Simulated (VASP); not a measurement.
# BeAs3Br (P1) in VASP: single point with r2SCAN

Aim: the single point of BeAs3Br with r2SCAN.

All numbers are computed with VASP 6.6.1; they aren't measurements. Logs are shortened: lines on timing, memory, paths and dates and some standing lists are left out, and cuts for length are marked.

**1. Starting point**

The typed cell holds 5 atoms: a = 4.020 Å, b = 3.980 Å, c = 4.149 Å, α = 88.32°, β = 90.73°, γ = 88.88°.

The cell was built by a generator and needn't be a form met in nature.

**2. Single point, r2SCAN**

Contents of POSCAR:

```
BeAs3Br
1.0
    4.0193791300      0.0391699800     -0.0264503000
    0.0391699800      3.9790231900      0.0596371500
   -0.0264503000      0.0596371500      4.1480073500
Br Be As
1 1 3
Direct
    0.4941180000      0.5144920000      0.4974730000
    0.0098360000      0.0074760000      0.9945940000
    0.0001180000      0.0088950000      0.4941930000
    0.4922080000      0.0020280000      0.9908800000
    0.9909770000      0.5108760000      0.9857140000
```

Contents of INCAR.step1:

```
SYSTEM = BeAs3Br
PREC = Accurate ; ENCUT = 520
ISMEAR = -5 ; SIGMA = 0.0619
LREAL = .False. ; LASPH = .True.
NELM = 100 ; GGA = PE
ALGO = Normal ; EDIFF = 1E-4
LWAVE = .True. ; LCHARG = .False.
```

Contents of INCAR.step2:

```
SYSTEM = BeAs3Br
PREC = Accurate ; ENCUT = 520
EDIFF = 1E-6 ; ISMEAR = -1
SIGMA = 0.0619 ; LREAL = .False.
LASPH = .True. ; NELM = 100
ALGO = Normal ; ISIF = 2
LWAVE = .False. ; LCHARG = .False.
METAGGA = R2SCAN ; LMIXTAU = .True.
LORBIT = 11 ; ISTART = 1
```

Contents of KPOINTS:

```
Automatic mesh
0
Gamma
  5 5 4
  0.5 0.5 0
```

Potentials or basis: VASP PAW PBE potentials, release 64 (Br, Be, As).

Started as:

```sh
$ cat potpaw_PBE.64/Br/POTCAR potpaw_PBE.64/Be/POTCAR potpaw_PBE.64/As/POTCAR > POTCAR
$ cp INCAR.step1 INCAR
$ mpirun -np 1 vasp_std > vasp.out
$ cp INCAR.step2 INCAR
$ mpirun -np 1 vasp_std > vasp.out
```

OUTCAR:

```text
SYSTEM = BeAs3Br
   PREC = Accurate
   ENCUT = 520
   EDIFF = 1E-6
   ISMEAR = -1
   LREAL = .False.
   LASPH = .True.
   NELM = 100
   ISIF = 2
   METAGGA = R2SCAN
   LORBIT = 11
   ISTART = 1

 ion  position               nearest neighbor table
   1  0.494  0.514  0.497-   3 2.77   4 2.82   5 2.83   3 2.83   4 2.85   3 2.85   3 2.86
   2  0.010  0.007  0.995-   4 1.94   5 1.98   5 2.00   3 2.07   3 2.08   4 2.08
   3  0.000  0.009  0.494-   2 2.07   2 2.08   1 2.77   5 2.80   1 2.83   4 2.84   1 2.85   1 2.86
                             5 2.86   4 2.89   5 2.90   4 2.90   4 2.92
   4  0.492  0.002  0.991-   2 1.94   2 2.08   5 2.77   1 2.82   5 2.83   5 2.83   3 2.84   1 2.85
                             5 2.88   3 2.89   3 2.90   3 2.92
   5  0.991  0.511  0.986-   2 1.98   2 2.00   4 2.77   3 2.80   1 2.83   4 2.83   4 2.83   3 2.86
                             4 2.88   3 2.90

  LATTYP: Found a triclinic cell.
 ALAT       =     5.8133683311
 B/A-ratio  =     0.6914505986
 C/A-ratio  =     1.6008995150
 COS(alpha) =     0.0030919445
 COS(beta)  =     0.6472815845
 COS(gamma) =     0.7005954185

  Lattice vectors:

 A1 = (   4.0458294300,  -0.0204671700,  -4.1744576500)
 A2 = (   4.0193791300,   0.0391699800,  -0.0264503000)
 A3 = (   0.0137306200,  -4.0982974900,  -8.3556518500)

Analysis of symmetry for initial positions (statically):
=====================================================================
 Subroutine PRICEL returns:
 Original cell was already a primitive cell.

 Routine SETGRP: Setting up the symmetry group for a
 triclinic supercell.

 Subroutine GETGRP returns: Found  1 space group operations
 (whereof  1 operations were pure point group operations)
 out of a pool of  2 trial point group operations.

The static configuration has the point symmetry C_1 .

Analysis of symmetry for dynamics (positions and initial velocities):
=====================================================================
 Subroutine PRICEL returns:
 Original cell was already a primitive cell.

 Routine SETGRP: Setting up the symmetry group for a
 triclinic supercell.

 Subroutine GETGRP returns: Found  1 space group operations
 (whereof  1 operations were pure point group operations)
 out of a pool of  2 trial point group operations.

The dynamic configuration has the point symmetry C_1 .

 Subroutine INISYM returns: Found  1 space group operations
 (whereof  1 operations are pure point group operations),
 and found     1 'primitive' translations

----------------------------------------------------------------------------------------

[... 115 lines left out ...]
   IALGO  =     38    algorithm
   IMIX   =      4    mixing-type and parameters
     AMIX     =   0.40;   BMIX     =  1.00
     AMIX_MAG =   1.60;   BMIX_MAG =  1.00
  volume/ion in A,a.u.               =      13.26        89.50
  Fermi-wavevector in a.u.,A,eV,Ry     =   1.166644  2.204638 18.518322  1.361058
  Thomas-Fermi vector in A             =   2.303155
   LORBIT       =     11    0 simple, 1 ext, 2 COOP (PROOUT), +10 PAW based schemes
   METAGGA = R2SCAN    functional components
   LHFCALC =     F    Hartree Fock is set to
   AEXX    =    0.0000 exact exchange contribution
   IVDW    =     0    specifies the selected vdW correction
   LEPSILON=     F    determine dielectric tensor
   LRPA    =     F    only Hartree local field effects (RPA)
 non-spin polarized calculation
  energy-cutoff  :      520.00
  volume of cell :       66.32
 maximum number of plane-waves:      1803
 NGX is ok and might be reduce to    30

 number of electron      24.0000000 magnetization

 Free energy of the ion-electron system (eV)
  ---------------------------------------------------
  ext. energy  EPLUGINS =         0.00000000
  ---------------------------------------------------
  free energy    TOTEN  =       -54.54526840 eV

  energy without entropy =      -54.51338464  energy(sigma->0) =      -54.52932652

 E-fermi :   9.1856     XC(G=0): -12.4266

 val. band max:        9.1829397493   @ k =   0.1000   0.5000   0.2500
 cond. band min:       9.1949850263   @ k =   0.3000   0.3000   0.0000
 fundamental gap:      0.0120452770
 Fermi energy:         9.1856342538

 k-point     1 :       0.1000    0.1000    0.0000
  band No.  band energies     occupation
      1     -10.0962      2.00000
      2      -5.0972      2.00000
      3      -1.4142      2.00000
      4      -0.9736      2.00000
      5       0.4882      2.00000
      6       1.5069      2.00000
[... 433 lines left out ...]
      3      -3.8550      2.00000
      4      -2.1667      2.00000
      5       1.6425      2.00000
      6       2.2145      2.00000
[... 8 lines left out ...]
     15      11.5332      0.00000
     16      12.2216      0.00000

 [... further k-points ...]

------------------------ aborting loop because EDIFF is reached ----------------------------------------

  FORCE on cell =-STRESS in cart. coord.  units (eV):
  Direction    XX          YY          ZZ          XY          YZ          ZX
  --------------------------------------------------------------------------------------
  -------------------------------------------------------------------------------------
  Total       24.2688103     23.5819890     20.0446941      0.1797423      1.0176893     -0.3763532
  in kB      586.3250058    569.7316709    484.2720031      4.3425036     24.5869781     -9.0925467
  external PRESSURE =     546.7762266 kB  Pullay stress =       0.0000000 kB

 VOLUME and BASIS-vectors are now :
 -----------------------------------------------------------------------------
  energy-cutoff  :      520.00
  volume of cell :       66.32
      direct lattice vectors                 reciprocal lattice vectors
     4.019379130  0.039169980 -0.026450300     0.248829428 -0.002473821  0.001622260
     0.039169980  3.979023190  0.059637150    -0.002473821  0.251396724 -0.003630181
    -0.026450300  0.059637150  4.148007350     0.001622260 -0.003630181  0.241142148

 POSITION                                       TOTAL-FORCE (eV/Angst)
 -----------------------------------------------------------------------------------
      1.99304      2.09620      2.08113         0.052766     -0.220511     -0.156638
      0.01352      0.08945      4.12577        -1.451059      0.299422      0.077102
     -0.01225      0.06487      2.05044        -0.156208      0.081291      0.015246
      1.95224      0.08644      4.09728         1.682696      0.122954     -0.000353
      3.97705      2.13039      4.09300        -0.128195     -0.283156      0.064643
 -----------------------------------------------------------------------------------
    total drift:                                0.000146      0.000069      0.000354

  FREE ENERGIE OF THE ION-ELECTRON SYSTEM (eV)
  ---------------------------------------------------
  free  energy   TOTEN  =       -54.5452683954 eV

  energy  without entropy=      -54.5133846434  energy(sigma->0) =      -54.52932652

 total charge

# of ion       s       p       d       tot
------------------------------------------
    1        1.665   3.172   0.122   4.959
    2        0.542   1.144   0.000   1.686
    3        1.331   1.451   0.093   2.875
    4        1.327   1.496   0.098   2.922
    5        1.323   1.514   0.098   2.935
--------------------------------------------------
tot          6.189   8.778   0.412  15.378
```

Wall time 1.8 min (1 thread of Intel Xeon Platinum 8488C (Sapphire Rapids), shared host); peak memory 0.21 GiB.

What came out:

```
Free energy                                           : -54.5453 eV
Pressure                                              : 54.7 GPa
Largest force                                         : 1.687 eV/Å
Band gap on the k mesh                                : none (metal or under the smearing width)
Valence electrons inside the program's atomic spheres : Br 4.96; Be 1.69; As 2.88, 2.92, 2.94
```

Forces on the atoms (eV/Å):
```
Br   0.053 -0.221 -0.157
Be  -1.451  0.299  0.077
As  -0.156  0.081  0.015
As   1.683  0.123  0.000
As  -0.128 -0.283  0.065
```

Levels at points of the mesh, in eV from the Fermi level:
```tsv
k point	band 8	band 9	band 10	band 11	band 12	band 13	band 14	band 15	band 16
(0.50, 0.50, 0.00)	-5.24	-5.07	-4.92	-2.66	-2.44	2.16	2.54	3.41	5.04
(0.50, 0.50, 0.50)	-9.08	0.72	1.21	1.53	3.01	3.64	4.82	5.06	5.50
```

Caveat: the k mesh is coarse (spacing up to 0.38 Å⁻¹), so the values aren't converged; a pressure of tens of GPa on the cell as given is suspect, and the run, the potentials or the cell itself is likely at fault; the PAW data sets were made with another functional, which shifts forces and pressure a little.
